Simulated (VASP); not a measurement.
Output of a VASP run:

### OSZICAR
```
       N       E                     dE             d eps       ncg     rms          rms(c)
DAV:   1     0.231738343481E+02    0.23174E+02   -0.38653E+03   592   0.818E+02
DAV:   2    -0.796915632292E+01   -0.31143E+02   -0.29803E+02   752   0.107E+02
DAV:   3    -0.899443566743E+01   -0.10253E+01   -0.10253E+01   664   0.261E+01
DAV:   4    -0.899928263233E+01   -0.48470E-02   -0.48470E-02   880   0.208E+00
DAV:   5    -0.899929317710E+01   -0.10545E-04   -0.10545E-04   720   0.720E-02    0.413E+00
DAV:   6    -0.860138123638E+01    0.39791E+00   -0.10802E+00   576   0.505E+00    0.327E+00
DAV:   7    -0.856059510514E+01    0.40786E-01   -0.23817E-01   712   0.255E+00    0.231E+00
DAV:   8    -0.856016023841E+01    0.43487E-03   -0.12946E-02   648   0.974E-01    0.962E-01
DAV:   9    -0.855994692863E+01    0.21331E-03   -0.70807E-04   664   0.208E-01    0.287E-01
DAV:  10    -0.855997065331E+01   -0.23725E-04   -0.12384E-04   864   0.697E-02    0.203E-02
DAV:  11    -0.855997036416E+01    0.28915E-06   -0.11405E-05   688   0.183E-02    0.114E-02
DAV:  12    -0.855997034324E+01    0.20917E-07   -0.23915E-07   744   0.406E-03
   1 F= -.85599703E+01 E0= -.85599703E+01  d E =-.179503E-17
```

OUTCAR:
```
------------------------ aborting loop because EDIFF is reached ----------------------------------------
  FORCE on cell =-STRESS in cart. coord.  units (eV):
  Direction    XX          YY          ZZ          XY          YZ          ZX
  --------------------------------------------------------------------------------------
  Total       -0.4763120     -0.4763120     -0.4763120      0.0000000      0.0000000      0.0000000
  in kB      -20.8042048    -20.8042048    -20.8042048      0.0000000      0.0000000      0.0000000
  external PRESSURE =     -20.8042048 kB  Pullay stress =       0.0000000 kB
  volume of cell :       36.68
      direct lattice vectors                 reciprocal lattice vectors
     0.000000000  2.637183470  2.637183470    -0.189596213  0.189596213  0.189596213
     2.637183470  0.000000000  2.637183470     0.189596213 -0.189596213  0.189596213
     2.637183470  2.637183470  0.000000000     0.189596213  0.189596213 -0.189596213
 POSITION                                       TOTAL-FORCE (eV/Angst)
 -----------------------------------------------------------------------------------
      0.00000      0.00000      0.00000         0.000000      0.000000      0.000000
      2.63718      2.63718      2.63718        -0.000000     -0.000000     -0.000000
 -----------------------------------------------------------------------------------
    total drift:                                0.000000      0.000000      0.000000
  FREE ENERGIE OF THE ION-ELECTRON SYSTEM (eV)
  ---------------------------------------------------
  free  energy   TOTEN  =        -8.5599703432 eV

  energy  without entropy=       -8.5599703432  energy(sigma->0) =       -8.55997034
```
(Selected blocks of OUTCAR.)

POSCAR:
```
MgS
1
    0.0000000000     2.6371834700     2.6371834700
    2.6371834700     0.0000000000     2.6371834700
    2.6371834700     2.6371834700     0.0000000000
Mg S
1 1
Direct
  0.0000000000   0.0000000000   0.0000000000
  0.5000000000   0.5000000000   0.5000000000
```

Q: Reconstruct the remaining input files.

A: One answer among several that fit: the input of the run itself, PW91 GGA, plane waves, VASP's PBE PAW potentials (set 64).

### INCAR
```
# general
SYSTEM=MgS
PREC  =Accurate
ENCUT =520
LREAL =F
LASPH =T

# electronic loop
EDIFF =1E-7
NELM  =100
ALGO  =Normal

# smearing
ISMEAR=0
SIGMA =0.05

# functional
GGA   =91

# ions
ISIF  =2

# output
LWAVE =F
LCHARG=F
```

KPOINTS:
```
Automatic mesh
0
Gamma
9 9 9
0 0 0
```

POTCAR, in this order: Mg S (PBE.64 set). Program: vasp_std.

The compound is MgS in the rock salt structure. This cell is one point of a volume scan, at 1.03 of the reference volume.
